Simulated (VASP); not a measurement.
# Ag: from C11, C12, C44 to the moduli of a polycrystal

The cell as given, ahead of any relaxation:

The structure is cubic, space group Fm-3m (No. 225). The conventional cell has a = 4.150 Å, b = 4.150 Å, c = 4.150 Å, α = 90.00°, β = 90.00°, γ = 90.00°. Ag (site symmetry m-3m) is surrounded by 12 Ag at 2.93 Å.

Constants in GPa on the cubic axes, for the cell relaxed at the run's level, where symmetry holds the atoms; no spin polarisation, no spin-orbit coupling. Meshes are those of the run's cell of 1 atom. Occupations: methfessel-paxton 0.15 eV (run 1); methfessel-paxton 0.15 eV (run 2). Space group Fm-3m.

```csv
run,level,program and potentials,k mesh,cell,C11,C12,C44
1,PBE,"VASP, PBE PAW files Ag, 600 eV",28 × 28 × 28,"relaxed, 17.80 Å³ an atom",111.3,81.4,43.6
2,PBEsol,"VASP, PBE PAW files Ag, 600 eV (made for PBE)",28 × 28 × 28,"relaxed, 16.62 Å³ an atom",151.4,104.4,60.7
```

For a metal even such meshes can leave the constants, above all C11 - C12, uncertain by ten GPa.

Question: For run 2, work out the bulk, shear and Young's moduli of a random polycrystal, Poisson's ratio and the anisotropy, and test the cell's stability.

Answer: From the values as printed: B = (C11 + 2 C12)/3 = 120.1 GPa. Voigt: G_V = (C11 - C12 + 3 C44)/5 = 45.8; Reuss: G_R = 5 C44 (C11 - C12)/[4 C44 + 3 (C11 - C12)] = 37.2; Hill's mean, from the unrounded bounds, G = 41.5 GPa. Young's modulus E = 9BG/(3B + G) = 111.6 GPa, Poisson's ratio ν = (3B - 2G)/[2(3B + G)] = 0.345. Zener's ratio 2 C44/(C11 - C12) = 2.58, so the crystal is stiffest along ⟨111⟩ and softest along ⟨100⟩. C11 > |C12|, C11 + 2 C12 > 0 and C44 > 0 hold, so the cell is stable against small uniform strains, which says nothing of soft phonons. B/G = 2.89 lies over Pugh's 1.75, a rough sign of ductile behaviour. Over the runs shown B spans 91.4 to 120.1 GPa and C44 43.6 to 60.7.
